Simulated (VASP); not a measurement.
An input for Ansatz (written as the equivalent of a VASP run, and not itself run):

Ansatz 0.2 input:
```yaml
crystal:
  lattice:
    - [2.9900000, 0.0000000, 0.0000000]
    - [0.0000000, 2.9900000, 0.0000000]
    - [0.0000000, 0.0000000, 2.9900000]
  atoms:
    - { symbol: Al, position: [0.5000000, 0.5000000, 0.5000000] }
    - { symbol: Ru, position: [0.0000000, 0.0000000, 0.0000000] }
kpoints:
  mp_grid: { grid: [11, 11, 11] }
hamiltonian:
  xc: lda
  pseudopotentials: { kind: paw }
scf:
  occupations: { method: methfessel_paxton, width: 0.1 }
  max_iter: 100
relax:
  max_steps: 60
  f_tol: 0.01
  cell: {}
output: { forces: true, stress: true, eigenvalues: true }
```

Translate this input to VASP (INCAR, KPOINTS, POSCAR, choice of POTCAR).

This is not unique; one that fits is 
**KPOINTS**
```
K-points
0
Gamma
11 11 11
```

File POSCAR:
```
RuAl
1
    2.9900000000     0.0000000000     0.0000000000
    0.0000000000     2.9900000000     0.0000000000
    0.0000000000     0.0000000000     2.9900000000
Al Ru
1 1
Direct
  0.5000000000   0.5000000000   0.5000000000
  0.0000000000   0.0000000000   0.0000000000
```

### INCAR
```
SYSTEM = RuAl
PREC = Accurate
ENCUT = 520
EDIFF = 1E-6
NELM = 100
ALGO = Normal
LREAL = .FALSE.
LASPH = .TRUE.
ISMEAR = 1
SIGMA = 0.1
LMAXMIX = 4
LWAVE = .FALSE.
LCHARG = .FALSE.
IBRION = 2
ISIF = 3
NSW = 60
EDIFFG = -0.01
```

POTCAR, in this order: Al Ru_pv (LDA.64 set). Program: vasp_std.

Limits of the translation: each code has its own PAW files, so the cut-off isn't converted (ENCUT is set for VASP's; basis.ecutwfc is left out, and Ansatz then takes the one that its files recommend); Ansatz stops its SCF on the density residual and VASP on the energy change (EDIFF); Ansatz's lda is the Perdew-Wang form, while the LDA potentials of VASP carry Perdew-Zunger's.

The compound is RuAl in the CsCl type structure. This run relaxes it. Symmetry was kept, so distortions that lower it aren't found.
